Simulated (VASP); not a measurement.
Method: LDA (Ceperley-Alder, Perdew-Zunger), VASP's LDA PAW potentials (set 64) (plane waves; VASP).

VASP input:

POSCAR:
```
KBr
1
    0.0000000000     3.1897936738     3.1897936738
    3.1897936738     0.0000000000     3.1897936738
    3.1897936738     3.1897936738     0.0000000000
K Br
1 1
Direct
  0.0000000000   0.0000000000   0.0000000000
  0.5000000000   0.5000000000   0.5000000000
```

**INCAR**
```
! general
SYSTEM =KBr
PREC   =Accurate
ENCUT  =500
LREAL  =.False.
LASPH  =.True.   ! aspherical one-centre terms

! electronic loop
EDIFF  =1E-6   ! SCF stop (eV)
NELM   =100
ALGO   =Normal   ! blocked Davidson
LMAXMIX=4   ! l cut-off of mixed one-centre charges

! smearing
ISMEAR =0   ! Gaussian
SIGMA  =0.05

! ions
IBRION =2
NSW    =40
ISIF   =3   ! ions, shape and volume
EDIFFG =-0.02   ! ionic stop

! output
LWAVE  =.False.
LCHARG =.False.
```

**KPOINTS**
```
Automatic mesh
0
Gamma
7 7 7
0 0 0
```

POTCAR, in this order: K_sv Br (LDA.64 set). Program: vasp_std.

### Question
What does the run give for the energy per atom (σ→0), band gap (on the k-mesh)?

### Answer

| Item | Result |
|---|---|
| energy per atom (σ→0) | -3.417 eV/atom |
| band gap (on the k-mesh) | 4.32 eV |

**OSZICAR**
```
...
DAV:   5    -0.700628881014E+01   -0.36435E-02   -0.36432E-02   640   0.124E+00    0.401E+00
DAV:   6    -0.685527533013E+01    0.15101E+00   -0.23637E-01   576   0.273E+00    0.288E+00
DAV:   7    -0.683394490720E+01    0.21330E-01   -0.95369E-02   620   0.189E+00    0.127E+00
DAV:   8    -0.683455496313E+01   -0.61006E-03   -0.10324E-02   648   0.914E-01    0.153E-01
DAV:   9    -0.683455758028E+01   -0.26172E-05   -0.21424E-04   652   0.106E-01    0.612E-02
DAV:  10    -0.683461638080E+01   -0.58801E-04   -0.57019E-05   592   0.511E-02    0.200E-02
DAV:  11    -0.683461601087E+01    0.36994E-06   -0.39741E-06   608   0.150E-02
   1 F= -.68346160E+01 E0= -.68346160E+01  d E =-.683462E+01
```

The compound is KBr in the rock salt structure. It was relaxed first, which changed the volume by -10 %.
